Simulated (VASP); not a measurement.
**Ga2PN: relaxation of cell and atoms with PBE**

The system is Ga2PN.

```
Ga P N
1.0
     3.19370    0.00000    0.00000
    -1.59685    2.76583    0.00000
     0.00000    0.00000   13.39327
Ga P N
4 2 2
Cartesian
  0.0000 1.8439 1.1159
  0.0000 1.8439 5.5808
  1.5969 0.9219 7.8125
  1.5969 0.9219 12.2774
  0.0000 1.8439 10.0450
  1.5969 0.9219 3.3483
  0.0000 0.0000 0.0000
  0.0000 0.0000 6.6966
```

The cell was built by a generator and needn't be a form met in nature.

```json
{
  "Program": "VASP 6.6.1",
  "Task": "relaxation of cell and atoms",
  "Functional": "PBE",
  "Potentials or basis": "VASP PAW PBE potentials, release 64 (Ga_d, P, N)",
  "Cutoff": "520 eV",
  "k mesh": "5 × 5 × 1",
  "Occupations": "gaussian, width 0.15 eV",
  "Spin": "no spin polarisation",
  "Further INCAR settings": "PREC = Normal; ALGO = Fast; EDIFF = 0.0001; IBRION = 2; EDIFFG = -0.08; NSW = 24; ISIF = 3"
}
```

| Item | Value |
| --- | --- |
| Relaxed volume | 13.32 Å³/atom |
| Relaxed cell | a = 3.216 Å, b = 3.216 Å, c = 11.898 Å, α = 90.00°, β = 90.00°, γ = 120.00° |
| Space group after relaxing (to 0.05 Å) | P6_3/mmc (No. 194) |
| Energy gained by relaxing | 192.2 meV/atom |
| Ionic steps | 10 |
| Pressure after relaxing | -0.1 GPa |
| Largest force after relaxing | 0.009 eV/Å |
| Band gap on the k mesh | none (metal or under the smearing width) |

Forces in eV/Å, atoms in the order of the input:
```
Ga   0.000  0.000 -0.009
Ga   0.000  0.000  0.009
Ga   0.000  0.000 -0.009
Ga   0.000  0.000  0.009
P    0.000  0.000  0.000
P    0.000  0.000  0.000
N    0.000  0.000  0.000
N    0.000  0.000  0.000
```

Stress tensor (GPa, compression positive):
```
 0.07  0.00  0.00
 0.00  0.07  0.00
 0.00  0.00 -0.34
```

The path:
```tsv
step	energy change (eV)	largest force (eV/Å)	pressure (GPa)	volume (Å³)
1	0.0000	2.3268	-1.72	118.31
2	-0.8441	0.8092	-3.90	115.58
3	-1.0445	0.1761	-5.18	114.02
4	-1.2182	1.0256	-5.24	110.87
5	-1.2048	0.2238	-5.70	112.27
6	-1.2336	0.5615	-6.60	111.64
7	-1.1236	1.4475	9.69	100.24
8	-1.4555	0.7904	-0.52	106.35
9	-1.4556	0.8629	0.17	106.16
10	-1.5380	0.0091	-0.07	106.57
```

Final structure:
```yaml
crystal:
  lattice:
    - [3.21610, 0.00000, 0.00000]
    - [-1.60805, 2.78522, 0.00000]
    - [0.00000, 0.00000, 11.89767]
  atoms:
    - { symbol: Ga, position: [0.33333, 0.66667, 0.10243] }
    - { symbol: Ga, position: [0.33333, 0.66667, 0.39757] }
    - { symbol: Ga, position: [0.66667, 0.33333, 0.60243] }
    - { symbol: Ga, position: [0.66667, 0.33333, 0.89757] }
    - { symbol: P, position: [0.33333, 0.66667, 0.75000] }
    - { symbol: P, position: [0.66667, 0.33333, 0.25000] }
    - { symbol: N, position: [0.00000, 0.00000, 0.00000] }
    - { symbol: N, position: [0.00000, 0.00000, 0.50000] }
```

Levels at points of the mesh, in eV from the Fermi level:
```csv
k point,band 32,band 33,band 34,band 35,band 36,band 37,band 38,band 39,band 40,band 41
"(0.00, 0.00, 0.00)",-2.10,-1.33,1.21,1.50,1.50,1.57,1.57,3.33,4.87,6.23
```

Run time: 64 s on 2 MPI ranks on Intel(R) Xeon(R) Platinum 8375C CPU @ 2.90GHz (Ice Lake), with other jobs on the host, peak memory 0.17 GiB a rank.

Caveat: the k mesh is coarse (spacing up to 0.47 Å⁻¹), so the values aren't converged; the relaxation stopped at a loose force limit of 0.08 eV/Å, so its end isn't a converged minimum.
